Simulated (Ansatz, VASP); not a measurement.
**Cross-check of CO2 between VASP and Ansatz**

One calculation is typed for both programs; each brings its own data sets. How far apart do they land? The cell is taken from a series of runs on this material, whose earlier steps may have relaxed, scaled, displaced or heated it; both programs get it as it stands.

Program: Ansatz 0.2.0. Level of theory: plane waves, with VASP 6.6.1 beside it; G0W0 gap at PBE0 form with 35 % exact exchange with an exact-exchange share of 0.35. Results are calculated unless marked as measured.

## 1. The starting structure

The structure is cubic, space group Pa-3 (No. 205). Conventional cell: a = 5.497 Å, b = 5.497 Å, c = 5.497 Å, α = 90.00°, β = 90.00°, γ = 90.00°. Nearest to C lie 2 O at 1.17 Å. Nearest to O lie 1 C at 1.17 Å. Farther neighbours and most contacts between anions are not listed.

As a file:

```
C O
1.0
     5.49707    0.00000    0.00000
     0.00000    5.49707    0.00000
     0.00000    0.00000    5.49707
C O
4 8
Direct
  0.00000 0.00000 0.00000
  0.50000 0.00000 0.50000
  0.50000 0.50000 0.00000
  0.00000 0.50000 0.50000
  0.12254 0.12254 0.12254
  0.37746 0.87746 0.62254
  0.62254 0.37746 0.87746
  0.87746 0.62254 0.37746
  0.87746 0.87746 0.87746
  0.62254 0.12254 0.37746
  0.37746 0.62254 0.12254
  0.12254 0.37746 0.62254
```

## 2. VASP: G0W0 gap, PBE0 form with 35 % exact exchange with an exact-exchange share of 0.35

Quasiparticle shifts depend on high empty states and on the cores, so they are the hardest test of two PAW sets.

Lines of VASP's logs that name or quote its potential files are left out, and so is its time.

The run reads the wave functions of an earlier VASP run, which isn't shown here.

INCAR reads:

```
SYSTEM = CO2
PREC = Accurate
ENCUT = 440
ISMEAR = 0
SIGMA = 0.01
LREAL = .FALSE.
LHFCALC = .TRUE.
AEXX = 0.35
GGA = PE
LASPH = .TRUE.
NBANDS = 724
PRECFOCK = Fast
ALGO = EVGW0
NELMGW = 1
ENCUTGW = 150
NOMEGA = 64
NBANDSGW = 40
LWAVE = .FALSE.
LCHARG = .FALSE.
```

POSCAR reads:

```
CO2
1.0
    5.4970732800      0.0000000000      0.0000000000
    0.0000000000      5.4970732800      0.0000000000
    0.0000000000      0.0000000000      5.4970732800
C O
4 8
Direct
    0.0000000000      0.0000000000      0.0000000000
    0.5000000000      0.0000000000      0.5000000000
    0.5000000000      0.5000000000      0.0000000000
    0.0000000000      0.5000000000      0.5000000000
    0.1225369800      0.1225369800      0.1225369800
    0.3774630200      0.8774630200      0.6225369800
    0.6225369800      0.3774630200      0.8774630200
    0.8774630200      0.6225369800      0.3774630200
    0.8774630200      0.8774630200      0.8774630200
    0.6225369800      0.1225369800      0.3774630200
    0.3774630200      0.6225369800      0.1225369800
    0.1225369800      0.3774630200      0.6225369800
```

KPOINTS reads:

```
Automatic mesh
0
Gamma
2 2 2
0 0 0
```

Potentials, in the order of the species: C_GW and O_GW (PBE family, release 64).

The run is started by

```bash
> export OMP_NUM_THREADS=3
> mpirun -np 1 vasp_std
```

Numbers of over 12 decimals in the logs are rounded to 6 here.

The log of the run:

```text
[banner, memory and clock lines left out]
running    1 mpi-ranks, on    1 nodes
 distrk:  each k-point on    1 cores,    1 groups
 distr:  one band on    1 cores,    1 groups
 Offloading initialized ...    1 GPUs detected
 POSCAR found type information on POSCAR C O
 POSCAR found :  2 types and      12 ions
|                                                                             |
|           W    W    AA    RRRRR   N    N  II  N    N   GGGG   !!!           |
|           W    W   A  A   R    R  NN   N  II  NN   N  G    G  !!!           |
|           W    W  A    A  R    R  N N  N  II  N N  N  G       !!!           |
|           W WW W  AAAAAA  RRRRR   N  N N  II  N  N N  G  GGG   !            |
|           WW  WW  A    A  R   R   N   NN  II  N   NN  G    G                |
|           W    W  A    A  R    R  N    N  II  N    N   GGGG   !!!           |
|                                                                             |
|     The default for ENCUTGWSOFT is different in this version of VASP.       |
|     please manually set ENCUTGWSOFT =150 in the INCAR file.                 |
|                                                                             |

 LDA part: xc-table for (Slater+PW92), standard interpolation
 found WAVECAR, reading the header
 POSCAR, INCAR and KPOINTS ok, starting setup
 FFT: planning ... GRIDC
 FFT: planning ... GRID_SOFT
 FFT: planning ... GRID
 reading WAVECAR
 the WAVECAR file was read successfully
 initial charge from wavefunction
 available memory per node:   1648.92 GB, setting MAXMEM to   1688493

 The Fermi energy was updated, please check that it is located mid-gap
 values below the HOMO (VB) or above the LUMO (CB) will cause erroneous energies
 E-fermi :  -0.3821

 calculate exact exchange contribution
 the WAVEDER file was read successfully
energies w=
    0.000    0.000    0.603    0.000    1.204    0.000    1.802    0.000
    2.397    0.000    2.986    0.000    3.570    0.000    4.147    0.000
    4.717    0.000    5.279    0.000    5.834    0.000    6.380    0.000
    6.920    0.000    7.452    0.000    7.978    0.000    8.497    0.000
    9.011    0.000    9.520    0.000   10.026    0.000   10.528    0.000
   11.029    0.000   11.528    0.000   12.028    0.000   12.529    0.000
   13.032    0.000   13.539    0.000   14.051    0.000   14.570    0.000
   15.097    0.000   15.634    0.000   16.182    0.000   16.744    0.000
   17.322    0.000   17.918    0.000   18.534    0.000   19.175    0.000
   19.843    0.000   20.541    0.000   21.274    0.000   22.048    0.000
   22.868    0.000   23.740    0.000   24.672    0.000   25.673    0.000
   26.754    0.000   27.928    0.000   29.210    0.000   30.620    0.000
   32.179    0.000   33.918    0.000   35.872    0.000   38.087    0.000
   40.624    0.000   43.560    0.000   47.001    0.000   51.092    0.000
   56.038    0.000   62.137    0.000   69.844    0.000   79.883    0.000
   93.486    0.000  112.931    0.000  142.954    0.000  195.281    0.000
 responsefunction array rank=     739
 LDA part: xc-table for (Slater+PW92), standard interpolation

 min. memory requirement per mpi rank   1558.7 MB, per node   1558.7 MB

 allocating  64 responsefunctions rank=   739
 shmem allocating  64 responsefunctions rank=   739
 response function shared by NCSHMEM nodes    1
 Doing            64  frequencies on each core in blocks of            64
NQ=   1    0.0000    0.0000    0.0000,
|.........|.........|.........|.........|.........|.........|.........|.........
 performed        585000 updates of chi_q(r,r)
 total number of BLAS operations       2560.15 Gflops
NQ=   2    0.5000    0.0000    0.0000,
|.........|.........|.........|.........|.........|.........|.........|.........
 performed       1402000 updates of chi_q(r,r)
 total number of BLAS operations       5602.67 Gflops
NQ=   3    0.5000    0.5000    0.0000,
|.........|.........|.........|.........|.........|.........|.........|.........
 performed       2219000 updates of chi_q(r,r)
 total number of BLAS operations       8627.37 Gflops
NQ=   4    0.5000    0.5000    0.5000,
|.........|.........|.........|.........|.........|.........|.........|.........
 performed       2804000 updates of chi_q(r,r)
 total number of BLAS operations      10744.34 Gflops
 resolving degeneracies of screened two electron integrals

 calculate QP shifts <psi_nk| G(iteration)W_0 |psi_nk>: iteration 1
 entering main loop
```

From OUTCAR (step 2):

```text
ion  position               nearest neighbor table
   1  0.000  0.000  0.000-   5 1.17   9 1.17
   2  0.500  0.000  0.500-   6 1.17  10 1.17
   3  0.500  0.500  0.000-   7 1.17  11 1.17
   4  0.000  0.500  0.500-   8 1.17  12 1.17
   5  0.123  0.123  0.123-   1 1.17
   6  0.377  0.877  0.623-   2 1.17
   7  0.623  0.377  0.877-   3 1.17
   8  0.877  0.623  0.377-   4 1.17
   9  0.877  0.877  0.877-   1 1.17
  10  0.623  0.123  0.377-   2 1.17
  11  0.377  0.623  0.123-   3 1.17
  12  0.123  0.377  0.623-   4 1.17

  LATTYP: Found a simple cubic cell.
 ALAT       =     5.4970732800

 Subroutine GETGRP returns: Found 24 space group operations
 (whereof  6 operations were pure point group operations)

The static configuration has the point symmetry S_6 .
 The point group associated with its full space group is T_h .

 Found      4 irreducible k-points:

   k-points           NKPTS =      4   k-points in BZ     NKDIM =      8   number of bands    NBANDS=    724

   dimension x,y,z NGX =    40 NGY =   40 NGZ =   40
   dimension x,y,z NGXF=    80 NGYF=   80 NGZF=   80

   ENCUT  =  440.0 eV  32.34 Ry    5.69 a.u.   9.40  9.40  9.40*2*pi/ulx,y,z

   NELECT =      64.0000    total number of electrons

  energy-cutoff  :      440.00
  volume of cell :      166.11
      direct lattice vectors                 reciprocal lattice vectors
     5.497073280  0.000000000  0.000000000     0.181914984  0.000000000  0.000000000
     0.000000000  5.497073280  0.000000000     0.000000000  0.181914984  0.000000000
     0.000000000  0.000000000  5.497073280     0.000000000  0.000000000  0.181914984

 k-points in reciprocal lattice and weights: Automatic mesh
   0.00000000  0.00000000  0.00000000       0.125
   0.50000000  0.00000000  0.00000000       0.375
   0.50000000  0.50000000  0.00000000       0.375
   0.50000000  0.50000000  0.50000000       0.125

 E-fermi :  -0.3821

 QP shifts <psi_nk| G(iteration)W_0 |psi_nk>: iteration 1
 for sc-GW calculations column KS-energies equals QP-energies in previous step
 and V_xc(KS)=  KS-energies - (<T + V_ion + V_H > + <T+V_H+V_ion>^1  + <V_x>^1)
 k-point   1 :       0.0000    0.0000    0.0000
  band No.  KS-energies  QP-energies   sigma(KS)   V_xc(KS)     V^pw_x(r,r')   Z            occupation Imag(sigma)
    ...
     29      -5.8578      -6.4649     -22.4026     -21.6968     -24.8347       0.8602       2.0000       0.0326
     30      -5.8578      -6.4649     -22.4026     -21.6968     -24.8347       0.8602       2.0000       0.0326
     31      -5.6115      -6.1798     -22.6993     -22.0381     -25.1264       0.8595       2.0000       0.0346
     32      -5.6115      -6.1798     -22.6993     -22.0381     -25.1264       0.8595       2.0000       0.0346
     33       4.8473       5.5092      -7.7861      -8.5137      -5.0610       0.9096       0.0000      -0.0375
     34       6.3242       8.0778     -11.8284     -13.8230      -9.2772       0.8792       0.0000      -0.0573
     35       6.3242       8.0778     -11.8284     -13.8230      -9.2772       0.8792       0.0000      -0.0573
     36       6.3242       8.0778     -11.8284     -13.8230      -9.2772       0.8792       0.0000      -0.0573
    ...

 k-point   2 :       0.5000    0.0000    0.0000
  band No.  KS-energies  QP-energies   sigma(KS)   V_xc(KS)     V^pw_x(r,r')   Z            occupation Imag(sigma)
    ...
     29      -5.9886      -6.6122     -22.2757     -21.5509     -24.7172       0.8603       2.0000       0.0318
     30      -5.9886      -6.6122     -22.2757     -21.5509     -24.7172       0.8603       2.0000       0.0318
     31      -5.7047      -6.2841     -22.6088     -21.9351     -25.0413       0.8599       2.0000       0.0338
     32      -5.7047      -6.2841     -22.6088     -21.9351     -25.0413       0.8599       2.0000       0.0338
     33       6.2307       7.8625     -11.2275     -13.0756      -8.6028       0.8829       0.0000      -0.0543
     34       6.2307       7.8625     -11.2275     -13.0756      -8.6028       0.8829       0.0000      -0.0543
     35       6.4545       7.6312      -9.4774     -10.7902      -6.6556       0.8963       0.0000      -0.0476
     36       6.4545       7.6312      -9.4774     -10.7902      -6.6556       0.8963       0.0000      -0.0476
    ...

 k-point   3 :       0.5000    0.5000    0.0000
  band No.  KS-energies  QP-energies   sigma(KS)   V_xc(KS)     V^pw_x(r,r')   Z            occupation Imag(sigma)
    ...
     29      -5.9548      -6.5721     -22.3117     -21.5941     -24.7539       0.8601       2.0000       0.0323
     30      -5.9548      -6.5721     -22.3117     -21.5941     -24.7539       0.8601       2.0000       0.0323
     31      -5.9548      -6.5721     -22.3117     -21.5941     -24.7539       0.8601       2.0000       0.0323
     32      -5.9548      -6.5721     -22.3117     -21.5941     -24.7539       0.8601       2.0000       0.0323
     33       6.2160       7.7993     -11.0355     -12.8238      -8.4053       0.8854       0.0000      -0.0530
     34       6.2160       7.7993     -11.0355     -12.8238      -8.4053       0.8854       0.0000      -0.0530
     35       6.2160       7.7993     -11.0355     -12.8238      -8.4053       0.8854       0.0000      -0.0530
     36       6.2160       7.7993     -11.0355     -12.8238      -8.4053       0.8854       0.0000      -0.0530
    ...

 k-point   4 :       0.5000    0.5000    0.5000
  band No.  KS-energies  QP-energies   sigma(KS)   V_xc(KS)     V^pw_x(r,r')   Z            occupation Imag(sigma)
    ...
     29      -6.0045      -6.6354     -22.1841     -21.4504     -24.6149       0.8599       2.0000       0.0315
     30      -6.0045      -6.6354     -22.1841     -21.4504     -24.6149       0.8599       2.0000       0.0315
     31      -6.0045      -6.6354     -22.1841     -21.4504     -24.6149       0.8599       2.0000       0.0315
     32      -6.0045      -6.6354     -22.1841     -21.4504     -24.6149       0.8599       2.0000       0.0315
     33       6.2360       7.9733     -11.7298     -13.7047      -9.1840       0.8796       0.0000      -0.0556
     34       6.2360       7.9733     -11.7298     -13.7047      -9.1840       0.8796       0.0000      -0.0556
     35       6.2360       7.9733     -11.7298     -13.7047      -9.1840       0.8796       0.0000      -0.0556
     36       6.2360       7.9733     -11.7298     -13.7047      -9.1840       0.8796       0.0000      -0.0556
    ...
```

(Part 1 of 2 ends here.)

[Lines on the potential files, build, host, timing and source positions are cut from VASP's logs without a mark.]

[Logs are printed without paths, hosts, clocks, repeated set-up lines and the standing remarks that a program may print on its own settings, such as how far it seeks lower states.]

[Hosts, paths, dates, database ids (printed as entryN), source tags and the programs' standing remarks are cut or masked in the printed files.]
